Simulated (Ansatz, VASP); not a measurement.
One calculation of YAl2N3, two programs

File INCAR:

```
PREC     = Accurate       # precision mode
ENCUT    = 520            # plane-wave cutoff, eV
EDIFF    = 1E-6           # SCF threshold, eV
ISMEAR   = 0              # smearing method
SIGMA    = 0.1            # smearing width, eV
LREAL    = F              # projectors in reciprocal space
LASPH    = T              # aspherical terms in the spheres
NELM     = 80             # most SCF steps
ALGO     = Normal         # electronic algorithm
ISIF     = 2              # what is computed and relaxed
LWAVE    = F              # write WAVECAR
LCHARG   = F              # write CHGCAR
GGA      = PE             # functional
NBANDS   = 25             # bands
```

KPOINTS

```
regular mesh
0
Gamma
  6 6 2
```

File POSCAR:

```
YAl2N3
1.0
    3.4332216600      0.0000000000      0.0000000000
   -1.7166108300      2.9732571700      0.0000000000
    0.0000000000      0.0000000000      8.4096412400
Y Al N
1 2 3
Direct
    0.0000000000      0.0000000000      0.0000000000
    0.3333333300      0.6666666700      0.6666666700
    0.6666666700      0.3333333300      0.3333333300
    0.0000000000      0.0000000000      0.5000000000
    0.3333333300      0.6666666700      0.1666666700
    0.6666666700      0.3333333300      0.8333333300
```

Input for Ansatz:

```yaml
crystal:
  lattice:
    - [3.43322166, 0.0, 0.0]
    - [-1.71661083, 2.97325717, 0.0]
    - [0.0, 0.0, 8.40964124]
  atoms:
    - { symbol: "Y", position: [0.0, 0.0, 0.0] }
    - { symbol: Al, position: [0.33333333, 0.66666667, 0.66666667] }
    - { symbol: Al, position: [0.66666667, 0.33333333, 0.33333333] }
    - { symbol: "N", position: [0.0, 0.0, 0.5] }
    - { symbol: "N", position: [0.33333333, 0.66666667, 0.16666667] }
    - { symbol: "N", position: [0.66666667, 0.33333333, 0.83333333] }
basis:
  ecutwfc: 420
kpoints:
  mp_grid: { grid: [6, 6, 2] }
hamiltonian:
  xc: pbe
scf:
  occupations: { method: gaussian, width: 0.1 }
  lower_state_search: "off"
output:
  forces: true
  stress: true
  eigenvalues: true
```

Alike in both runs: task single point; functional PBE; k mesh 6 × 6 × 2; occupations gaussian, width 0.1 eV; no spin polarisation.

|  | VASP | Ansatz |
| --- | --- | --- |
| version | VASP 6.6.1 | Ansatz 0.2.0 |
| potentials or method | VASP PAW PBE potentials, release 64 (Y_sv, Al, N) | scalar-relativistic, plane waves, PAW |
| plane-wave cutoff (eV) | 520 | 420 |
| valence electrons in the cell | 32 | 32 |

|  | VASP | Ansatz | Ansatz less VASP |
| --- | --- | --- | --- |
| gap on the k mesh at the Fermi level (eV) | 0.81 | 0.81 | +0.005 |
| least direct gap on the mesh (eV) | 0.81 | 0.81 | +0.005 |
| rms of the force components (eV/Å) | 0.518 | 0.519 | +0.0012 |

Atom by atom the forces differ by 0.001 eV/Å (rms over components).

Caveats: forces of over 1 eV/Å show positions far from the minimum, so gaps and moduli don't describe the material at rest.
